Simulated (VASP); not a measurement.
A convergence study with VASP on CsPbBr$_{3}$ (cubic perovskite): one setting is varied, all else stays as given below, so the limit is that of these other settings. Each run relaxes cell and ions from the cell shown. The basis is that of the starting cell, so low cut-offs carry a Pulay error.

```xyz
5
Lattice="5.8700 0.0000 0.0000 0.0000 5.8700 0.0000 0.0000 0.0000 5.8700" Properties=species:S:1:pos:R:3 pbc="T T T"
Cs     0.0000     0.0000     0.0000
Pb     2.9350     2.9350     2.9350
Br     2.9350     0.0000     2.9350
Br     0.0000     2.9350     2.9350
Br     2.9350     2.9350     0.0000
```

Method: PBE GGA, VASP's PBE PAW potentials (set 64) (plane waves; VASP). The tightest run used: 700 eV cut-off, 3×3×3 Γ-centred mesh, Gaussian smearing of 0.050 eV, potentials Cs_sv Pb_d Br.

Unless said otherwise, spin-orbit coupling is left out, though it shifts the bands of the heavy elements here. Gaps are read on the run's mesh, which can miss a band edge.

```tsv
setting	relaxed volume (Å³/atom)	E (eV/atom)	gap on the mesh (eV)	plane waves
ENCUT = 200	37.889	-3.1882	4.012	1310
ENCUT = 250	42.163	-3.1963	3.963	1839
ENCUT = 300	42.488	-3.1979	3.958	2390
ENCUT = 350	42.419	-3.1976	3.959	3018
ENCUT = 400	42.588	-3.1991	3.956	3743
```

**Question.** These are the cheaper rows. Estimate the results at ENCUT = 700, and how far the last row shown lies from them.

**Answer.** 
| quantity | tightest run | last row shown is off by |
|---|---|---|
| relaxed volume (Å³/atom) | 42.724 | -0.136 |
| E (eV/atom) | -3.2000 | 0.0008 |
| gap on the mesh (eV) | 3.954 | 0.002 |

Left out are rungs that failed or repeat a setting and relaxations that didn't move; long series are thinned to 24 rows.

The compound is CsPbBr3 in the cubic perovskite structure, the ideal cubic form; the compound distorts at low or room temperature.
